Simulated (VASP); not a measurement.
Data:

```
TlCl
1.0
    3.69553     0.00000     0.00000
    0.00000     3.69553     0.00000
    0.00000     0.00000     3.69553
Tl Cl
1 1
Direct
  0.00000   0.00000   0.00000
  0.50000   0.50000   0.50000
```

Level of theory: LDA (Ceperley-Alder, Perdew-Zunger), VASP's LDA PAW potentials (set 64) (plane waves; VASP). Settings: 520 eV cut-off, Gaussian smearing of 0.050 eV, potentials Tl_d Cl.

Unless said otherwise, spin-orbit coupling is left out, though it shifts the bands of the heavy elements here.

Question: Give the energies of bands 7 to 13 at the high-symmetry points, in eV from the valence-band maximum.

Answer: 
```json
[
 {"band": "7", "Γ": "-4.98", "X": "-6.32", "M": "-3.91", "R": "-2.62"},
 {"band": "8", "Γ": "-2.10", "X": "-1.52", "M": "-3.91", "R": "-2.62"},
 {"band": "9", "Γ": "-2.10", "X": "-1.52", "M": "-3.72", "R": "-2.62"},
 {"band": "10", "Γ": "-2.10", "X": "0.00", "M": "-1.50", "R": "-2.17"},
 {"band": "11", "Γ": "7.30", "X": "1.55", "M": "4.80", "R": "1.83"},
 {"band": "12", "Γ": "7.30", "X": "6.33", "M": "4.80", "R": "1.83"},
 {"band": "13", "Γ": "8.05", "X": "6.33", "M": "8.13", "R": "1.83"}
]
```

The gap is direct, 1.55 eV, from the valence maximum at X to the conduction minimum at X.

The compound is TlCl in the CsCl type structure. It was relaxed first, which changed the volume by -11 %.
